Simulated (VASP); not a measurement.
# Ba2C (Fm-3m) in VASP: settings compared

The runs below take Ba2C through single point, with r2SCAN, HSE06.

All numbers are computed with VASP 6.6.1; they aren't measurements. Logs are shortened: lines on timing, memory, paths and dates and some standing lists are left out, and cuts for length are marked.

**1. Starting point**

The structure is cubic, space group Fm-3m (No. 225). The conventional cell has a = 7.013 Å, b = 7.013 Å, c = 7.013 Å, α = 90.00°, β = 90.00°, γ = 90.00°. C (site symmetry m-3m) is surrounded by 8 Ba at 3.04 Å. Ba (site symmetry -43m) is surrounded by 4 C at 3.04 Å.

The cell was built by a generator and needn't be a form met in nature.

**2. Single point, r2SCAN**

Input file POSCAR:

```
Ba2C
1.0
    0.0000000000      3.5066490218      3.5066490218
    3.5066490218      0.0000000000      3.5066490218
    3.5066490218      3.5066490218      0.0000000000
C Ba
1 2
Direct
    0.0000000000      0.0000000000      0.0000000000
    0.2500000000      0.2500000000      0.2500000000
    0.7500000000      0.7500000000      0.7500000000
```

Input file INCAR.step1:

```
ALGO     = Normal         # electronic algorithm
EDIFF    = 1E-4           # SCF threshold, eV
ENCUT    = 520            # plane-wave cutoff, eV
GGA      = PE             # functional
ISMEAR   = -1             # smearing method
LASPH    = True           # aspherical terms in the spheres
LCHARG   = False          # write CHGCAR
LREAL    = False          # projectors in reciprocal space
LWAVE    = True           # write WAVECAR
NBANDS   = 19             # bands
NELM     = 100            # most SCF steps
PREC     = Accurate       # precision mode
SIGMA    = 0.02           # smearing width, eV
```

Input file INCAR.step2:

```
ALGO     = Normal         # electronic algorithm
EDIFF    = 1E-6           # SCF threshold, eV
ENCUT    = 520            # plane-wave cutoff, eV
ISIF     = 2              # what is computed and relaxed
ISMEAR   = -1             # smearing method
ISTART   = 1            
LASPH    = True           # aspherical terms in the spheres
LCHARG   = False          # write CHGCAR
LMIXTAU  = True         
LREAL    = False          # projectors in reciprocal space
LWAVE    = False          # write WAVECAR
METAGGA  = R2SCAN         # meta-GGA
NBANDS   = 19             # bands
NELM     = 100            # most SCF steps
PREC     = Accurate       # precision mode
SIGMA    = 0.02           # smearing width, eV
```

Input file KPOINTS:

```
k-points
0
Gamma
  4 4 4
```

Potentials or basis: VASP PAW PBE potentials, release 64 (C, Ba_sv).

Run with:

```bash
cat potpaw_PBE.64/C/POTCAR potpaw_PBE.64/Ba_sv/POTCAR > POTCAR
cp INCAR.step1 INCAR
mpirun -np 1 vasp_std > vasp.out
cp INCAR.step2 INCAR
mpirun -np 1 vasp_std > vasp.out
```

OUTCAR:

```text
EDIFF = 1E-6
   ENCUT = 520
   ISIF = 2
   ISMEAR = -1
   ISTART = 1
   LASPH = True
   LREAL = False
   METAGGA = R2SCAN
   NELM = 100
   PREC = Accurate

 ion  position               nearest neighbor table
   1  0.000  0.000  0.000-   2 3.04   3 3.04   3 3.04   3 3.04   3 3.04   2 3.04   2 3.04   2 3.04

   2  0.250  0.250  0.250-   1 3.04   1 3.04   1 3.04   1 3.04   3 3.51   3 3.51   3 3.51   3 3.51
                             3 3.51   3 3.51
   3  0.750  0.750  0.750-   1 3.04   1 3.04   1 3.04   1 3.04   2 3.51   2 3.51   2 3.51   2 3.51
                             2 3.51   2 3.51

  LATTYP: Found a face centered cubic cell.
 ALAT       =     7.0132980436

  Lattice vectors:

 A1 = (   0.0000000000,   3.5066490218,   3.5066490218)
 A2 = (   3.5066490218,   0.0000000000,   3.5066490218)
 A3 = (   3.5066490218,   3.5066490218,   0.0000000000)

Analysis of symmetry for initial positions (statically):
=====================================================================
 Subroutine PRICEL returns:
 Original cell was already a primitive cell.

 Routine SETGRP: Setting up the symmetry group for a
 face centered cubic supercell.

 Subroutine GETGRP returns: Found 48 space group operations
 (whereof 48 operations were pure point group operations)
 out of a pool of 48 trial point group operations.

The static configuration has the point symmetry O_h .

Analysis of symmetry for dynamics (positions and initial velocities):
=====================================================================
 Subroutine PRICEL returns:
 Original cell was already a primitive cell.

 Routine SETGRP: Setting up the symmetry group for a
 face centered cubic supercell.

 Subroutine GETGRP returns: Found 48 space group operations
 (whereof 48 operations were pure point group operations)
 out of a pool of 48 trial point group operations.

The dynamic configuration has the point symmetry O_h .

 Subroutine INISYM returns: Found 48 space group operations
 (whereof 48 operations are pure point group operations),
 and found     1 'primitive' translations

----------------------------------------------------------------------------------------

                                     Primitive cell

  volume of cell :      86.2396

  direct lattice vectors                    reciprocal lattice vectors
     0.000000000  3.506649022  3.506649022    -0.142586269  0.142586269  0.142586269
     3.506649022  0.000000000  3.506649022     0.142586269 -0.142586269  0.142586269
     3.506649022  3.506649022  0.000000000     0.142586269  0.142586269 -0.142586269

  length of vectors
     4.959150605  4.959150605  4.959150605     0.246966662  0.246966662  0.246966662

  position of ions in fractional coordinates (direct lattice)
     0.000000000  0.000000000  0.000000000
     0.250000000  0.250000000  0.250000000
     0.750000000  0.750000000  0.750000000

  ion indices of the primitive-cell ions
   primitive index   ion index
                 1           1
                 2           2
                 3           3

----------------------------------------------------------------------------------------

 KPOINTS: k-points

Automatic generation of k-mesh.
 Grid dimensions read from file:
 generate k-points for:    4    4    4

 Generating k-lattice:

  Cartesian coordinates                     Fractional coordinates (reciprocal lattice)
    -0.035646567  0.035646567  0.035646567     0.250000000  0.000000000  0.000000000
     0.035646567 -0.035646567  0.035646567     0.000000000  0.250000000  0.000000000
     0.035646567  0.035646567 -0.035646567     0.000000000  0.000000000  0.250000000

  Length of vectors
     0.061741666  0.061741666  0.061741666

  Shift w.r.t. Gamma in fractional coordinates (k-lattice)
     0.000000000  0.000000000  0.000000000

 Subroutine IBZKPT returns following result:
 ===========================================

 Found      8 irreducible k-points:

 Following reciprocal coordinates:
            Coordinates               Weight
  0.000000  0.000000  0.000000      1.000000
  0.250000  0.000000  0.000000      8.000000
  0.500000  0.000000  0.000000      4.000000
  0.250000  0.250000  0.000000      6.000000
  0.500000  0.250000  0.000000     24.000000
 -0.250000  0.250000  0.000000     12.000000
  0.500000  0.500000  0.000000      3.000000
 -0.250000  0.500000  0.250000      6.000000
   k-points           NKPTS =      8   k-points in BZ     NKDIM =      8   number of bands    NBANDS=     19
   number of dos      NEDOS =    301   number of ions     NIONS =      3
   total plane-waves  NPLWV =  64000
   dimension x,y,z NGX =    40 NGY =   40 NGZ =   40
   dimension x,y,z NGXF=    80 NGYF=   80 NGZF=   80
   ions per type =               1   2
   NGX,Y,Z   is equivalent  to a cutoff of  13.41, 13.41, 13.41 a.u.
   NGXF,Y,Z  is equivalent  to a cutoff of  26.82, 26.82, 26.82 a.u.
 SYSTEM =  unknown system
   PREC   = accura    normal or accurate (medium, high low for compatibility)
   ISTART =      1    job   : 0-new  1-cont  2-samecut
   ICHARG =      0    charge: 1-file 2-atom 10-const
   ISPIN  =      1    spin polarized calculation?
   LNONCOLLINEAR =      F non collinear calculations
   LSORBIT =      F    spin-orbit coupling
   LASPH  =      T    aspherical Exc in radial PAW
   ENCUT  =  520.0 eV  38.22 Ry    6.18 a.u.   9.22  9.22  9.22*2*pi/ulx,y,z
   NELM   =    100;   NELMIN=  2; NELMDL=  0     # of ELM steps
   EDIFF  = 0.1E-05   stopping-criterion for ELM
   LREAL  =      F    real-space projection
   EDIFFG = 0.1E-04   stopping-criterion for IOM
   NSW    =      0    number of steps for IOM
   IBRION =     -1    ionic relax: 0-MD 1-quasi-New 2-CG
   NFREE  =      0    steps in history (QN), initial steepest desc. (CG)
   ISIF   =      2    stress and relaxation
   ISYM   =      2    0-nonsym 1-usesym 2-fastsym
   POTIM  = 0.5000    time-step for ionic-motion
   TEBEG  =    0.0;   TEEND  =   0.0 temperature during run
   PSTRESS=    0.0 pullay stress
   NELECT =      24.0000    total number of electrons
   NUPDOWN=      -1.0000    fix difference up-down
   EMIN   =  10.00;   EMAX   =-10.00  energy-range for DOS
   EFERMI =   0.00;   METHOD = LEGACY
   ISMEAR =    -1;   SIGMA  =   0.02  broadening in eV -4-tet -1-fermi 0-gaus
   EFERMI_NEDOS =   21; number of points for ismear=-14 and -15
   IALGO  =     38    algorithm
   IMIX   =      4    mixing-type and parameters
     AMIX     =   0.40;   BMIX     =  1.00
     AMIX_MAG =   1.60;   BMIX_MAG =  1.00
  volume/ion in A,a.u.               =      28.75       193.99
  Fermi-wavevector in a.u.,A,eV,Ry     =   1.068832  2.019800 15.543333  1.142403
  Thomas-Fermi vector in A             =   2.204493
   LORBIT       =      0    0 simple, 1 ext, 2 COOP (PROOUT), +10 PAW based schemes
   METAGGA = R2SCAN    functional components
   LHFCALC =     F    Hartree Fock is set to
   AEXX    =    0.0000 exact exchange contribution
   IVDW    =     0    specifies the selected vdW correction
   LEPSILON=     F    determine dielectric tensor
   LRPA    =     F    only Hartree local field effects (RPA)
 non-spin polarized calculation
  energy-cutoff  :      520.00
  volume of cell :       86.24
 maximum number of plane-waves:      2346
 NGX is ok and might be reduce to    40
   NGX = 19   NGY = 19   NGZ = 19

 number of electron      23.9999999 magnetization

 Free energy of the ion-electron system (eV)
  ---------------------------------------------------
  ext. energy  EPLUGINS =         0.00000000
  ---------------------------------------------------
  free energy    TOTEN  =       -60.89085945 eV

  energy without entropy =      -60.88825831  energy(sigma->0) =      -60.88955888

 E-fermi :   3.4901     XC(G=0):  -9.7273

 val. band max:        3.4900787807   @ k =   0.5000   0.5000   0.0000
 cond. band min:       3.8036866670   @ k =   0.0000   0.0000   0.0000
 fundamental gap:      0.3136078862
 Fermi energy:         3.4900819015

 k-point     1 :       0.0000    0.0000    0.0000
  band No.  band energies     occupation
      1     -25.9145      2.00000
      2     -25.2520      2.00000
      3     -11.0283      2.00000
      4     -11.0283      2.00000
      5     -11.0283      2.00000
      6      -9.8075      2.00000
[... 11 lines left out ...]
     18       8.2996      0.00000
     19      11.0168      0.00000

 k-point     2 :       0.2500    0.0000    0.0000
  band No.  band energies     occupation
      1     -25.8166      2.00000
      2     -25.3481      2.00000
      3     -10.9623      2.00000
      4     -10.8951      2.00000
      5     -10.8951      2.00000
      6     -10.1939      2.00000
[... 11 lines left out ...]
     18       7.7638      0.00000
     19      10.5648      0.00000

 k-point     3 :       0.5000    0.0000    0.0000
  band No.  band energies     occupation
      1     -25.5817      2.00000
      2     -25.5811      2.00000
      3     -10.8047      2.00000
      4     -10.6221      2.00000
      5     -10.5326      2.00000
      6     -10.5326      2.00000
[... 11 lines left out ...]
     18       7.6544      0.00000
     19       7.6544      0.00000

 k-point     4 :       0.2500    0.2500    0.0000
  band No.  band energies     occupation
      1     -25.8006      2.00000
      2     -25.3590      2.00000
      3     -11.1941      2.00000
      4     -11.1941      2.00000
      5     -10.9277      2.00000
      6     -10.2776      2.00000
[... 11 lines left out ...]
     18       7.8636      0.00000
     19       8.3095      0.00000

 k-point     5 :       0.5000    0.2500    0.0000
  band No.  band energies     occupation
      1     -25.6545      2.00000
      2     -25.4987      2.00000
      3     -11.4705      2.00000
      4     -11.1701      2.00000
      5     -11.1141      2.00000
      6      -9.9275      2.00000
[... 11 lines left out ...]
     18       8.5146      0.00000
     19       8.9046      0.00000

 k-point     6 :      -0.2500    0.2500    0.0000
  band No.  band energies     occupation
      1     -25.6897      2.00000
      2     -25.4686      2.00000
      3     -11.4123      2.00000
      4     -10.8203      2.00000
      5     -10.6528      2.00000
      6     -10.4543      2.00000
[... 11 lines left out ...]
     18       8.2942      0.00000
     19       8.5932      0.00000

 k-point     7 :       0.5000    0.5000    0.0000
  band No.  band energies     occupation
      1     -25.6816      2.00000
      2     -25.4618      2.00000
      3     -11.8149      2.00000
      4     -11.3493      2.00000
      5     -11.3493      2.00000
      6      -9.5917      2.00000
[... 11 lines left out ...]
     18       8.1643      0.00000
     19       8.1747      0.00000

 k-point     8 :      -0.2500    0.5000    0.2500
  band No.  band energies     occupation
      1     -25.5740      2.00000
      2     -25.5740      2.00000
      3     -11.6735      2.00000
      4     -11.5130      2.00000
      5     -10.5446      2.00000
      6     -10.5446      2.00000
[... 11 lines left out ...]
     18       7.4850      0.00000
     19       9.3753      0.00000

------------------------ aborting loop because EDIFF is reached ----------------------------------------

  FORCE on cell =-STRESS in cart. coord.  units (eV):
  Direction    XX          YY          ZZ          XY          YZ          ZX
  --------------------------------------------------------------------------------------
  -------------------------------------------------------------------------------------
  Total        0.8534798      0.8534798      0.8534798     -0.0000000      0.0000000      0.0000000
  in kB       15.8561196     15.8561196     15.8561196     -0.0000000      0.0000000      0.0000000
  external PRESSURE =      15.8561196 kB  Pullay stress =       0.0000000 kB

 VOLUME and BASIS-vectors are now :
 -----------------------------------------------------------------------------
  energy-cutoff  :      520.00
  volume of cell :       86.24
      direct lattice vectors                 reciprocal lattice vectors
     0.000000000  3.506649022  3.506649022    -0.142586269  0.142586269  0.142586269
     3.506649022  0.000000000  3.506649022     0.142586269 -0.142586269  0.142586269
     3.506649022  3.506649022  0.000000000     0.142586269  0.142586269 -0.142586269

 POSITION                                       TOTAL-FORCE (eV/Angst)
 -----------------------------------------------------------------------------------
      0.00000      0.00000      0.00000         0.000000      0.000000      0.000000
      1.75332      1.75332      1.75332        -0.000000     -0.000000     -0.000000
      5.25997      5.25997      5.25997         0.000000      0.000000      0.000000
 -----------------------------------------------------------------------------------
    total drift:                                0.000000     -0.000000      0.000000

  FREE ENERGIE OF THE ION-ELECTRON SYSTEM (eV)
  ---------------------------------------------------
  free  energy   TOTEN  =       -60.8908594540 eV

  energy  without entropy=      -60.8882583107  energy(sigma->0) =      -60.88955888
```

Run time: 78 s. Hardware: 1 thread of Intel Xeon Platinum 8259CL at 2.50GHz (Skylake/Cascade Lake), shared host; peak memory 0.26 GiB.

What came out:

```
Free energy            : -60.8909 eV
Pressure               : 1.6 GPa
Band gap on the k mesh : none (metal or under the smearing width)
```

Caveat: the k mesh is coarse (spacing up to 0.39 Å⁻¹), so the values aren't converged; the PAW data sets were made with another functional, which shifts forces and pressure a little. Spin-orbit coupling is left out, which matters for the levels of Ba.

**3. Single point, HSE06**

POSCAR is that of step 2.

Input file INCAR.step1:

```
SYSTEM = Ba2C
PREC = Accurate ; ENCUT = 520
EDIFF = 1E-5 ; ISMEAR = -1
SIGMA = 0.02 ; LREAL = .False.
LASPH = .True. ; NELM = 100
ALGO = Normal ; ISIF = 2
LWAVE = .True. ; LCHARG = .False.
NBANDS = 19 ; GGA = PE
```

Input file INCAR.step2:

```
SYSTEM = Ba2C
PREC = Accurate ; ENCUT = 520
EDIFF = 1E-7 ; ISMEAR = -1
SIGMA = 0.02 ; LREAL = .False.
LASPH = .True. ; NELM = 100
ALGO = Normal ; ISIF = 2
LWAVE = .False. ; LCHARG = .False.
GGA = PE ; LHFCALC = .True.
HFSCREEN = 0.2079 ; PRECFOCK = Normal
NBANDS = 19 ; ISTART = 1
```

Input file KPOINTS:

```
Automatic mesh
0
Gamma
  4 4 4
  0 0 0
```

Potentials or basis: VASP PAW PBE potentials, release 64 (C, Ba_sv).

Run with:

```bash
cat potpaw_PBE.64/C/POTCAR potpaw_PBE.64/Ba_sv/POTCAR > POTCAR
cp INCAR.step1 INCAR
mpirun -np 1 vasp_std > vasp.out
cp INCAR.step2 INCAR
mpirun -np 1 vasp_std > vasp.out
```

Run time: 37 min. Hardware: 1 thread of Intel Xeon Platinum 8259CL at 2.50GHz (Skylake/Cascade Lake), shared host; peak memory 0.35 GiB.

It converged, with:

```
Free energy            : -11.7529 eV
Pressure               : 1.4 GPa
Band gap on the k mesh : none (metal or under the smearing width)
```

Levels at points of the mesh, in eV from the Fermi level:
```csv
k point,band 9,band 10,band 11,band 12,band 13,band 14,band 15,band 16
"(0.00, 0.00, 0.00)",-9.36,-2.27,-2.27,-2.27,0.37,0.73,0.73,5.29
"(0.50, 0.00, 0.00)",-8.68,-0.96,-0.96,-0.91,1.65,2.73,2.73,4.61
"(0.50, 0.50, 0.00)",-8.79,-1.88,-0.03,-0.01,-0.01,1.75,2.27,4.96
```

Caveat: the k mesh is coarse (spacing up to 0.39 Å⁻¹), so the values aren't converged, least of all with exact exchange; the PAW data sets were made with another functional, which shifts forces and pressure a little.

**4. Single point, r2SCAN**

POSCAR is that of step 3.

Input file INCAR.step1:

```
ALGO = Normal
EDIFF = 1E-4
ENCUT = 520
GGA = PE
ISMEAR = -1
LASPH = True
LCHARG = False
LREAL = False
LWAVE = True
NBANDS = 19
NELM = 100
PREC = Accurate
SIGMA = 0.2
```

Input file INCAR.step2:

```
ALGO = Normal
EDIFF = 1E-6
ENCUT = 520
ISIF = 2
ISMEAR = -1
ISTART = 1
LASPH = True
LCHARG = False
LMIXTAU = True
LREAL = False
LWAVE = False
METAGGA = R2SCAN
NBANDS = 19
NELM = 100
PREC = Accurate
SIGMA = 0.2
```

Input file KPOINTS:

```
k-points
0
Gamma
  4 4 4
```

Run with:

```bash
cat potpaw_PBE.64/C/POTCAR potpaw_PBE.64/Ba_sv/POTCAR > POTCAR
cp INCAR.step1 INCAR
mpirun -np 1 vasp_std > vasp.out
cp INCAR.step2 INCAR
mpirun -np 1 vasp_std > vasp.out
```

Run time: 78 s. Hardware: 1 thread of Intel Xeon Platinum 8259CL at 2.50GHz (Skylake/Cascade Lake), shared host; peak memory 0.25 GiB.

It converged, with:

```
Free energy            : -60.9786 eV
Pressure               : 1.7 GPa
Band gap on the k mesh : none (metal or under the smearing width)
```

Levels at points of the mesh, in eV from the Fermi level:
| k point | band 9 | band 10 | band 11 | band 12 | band 13 | band 14 | band 15 | band 16 |
| --- | --- | --- | --- | --- | --- | --- | --- | --- |
| (0.00, 0.00, 0.00) | -8.85 | -2.12 | -2.12 | -2.12 | 0.27 | 0.33 | 0.33 | 4.77 |
| (0.50, 0.00, 0.00) | -8.27 | -0.92 | -0.92 | -0.80 | 1.27 | 2.40 | 2.40 | 4.14 |
| (0.50, 0.50, 0.00) | -8.37 | -1.71 | -0.22 | -0.07 | -0.07 | 1.30 | 1.95 | 4.59 |

Caveat: the k mesh is coarse (spacing up to 0.39 Å⁻¹), so the values aren't converged; the PAW data sets were made with another functional, which shifts forces and pressure a little.

**5. Summary**

```tsv
level	smearing	exchange at q = 0	grid for exact exchange (PRECFOCK)	screening parameter	gap on the mesh (eV)	pressure (GPa)
r2SCAN	fermi-dirac 0.02 eV	-	-	-	none	1.6
HSE06	fermi-dirac 0.02 eV	truncated	Normal	0.2079 1/A	none	1.4
r2SCAN	fermi-dirac 0.2 eV	-	-	-	none	1.7
```

Alike in all rows: task single point; potentials or basis VASP PAW PBE potentials, release 64 (C, Ba_sv); no spin polarisation; cell as given; k mesh 4 × 4 × 4; cutoff (eV) 520; the mesh is coarse, so values aren't converged.

Caveats: all runs use coarse meshes; the PAW data sets were made with another functional, which shifts forces and pressure a little.

Absolute energies hang on the potentials; compare differences alone.
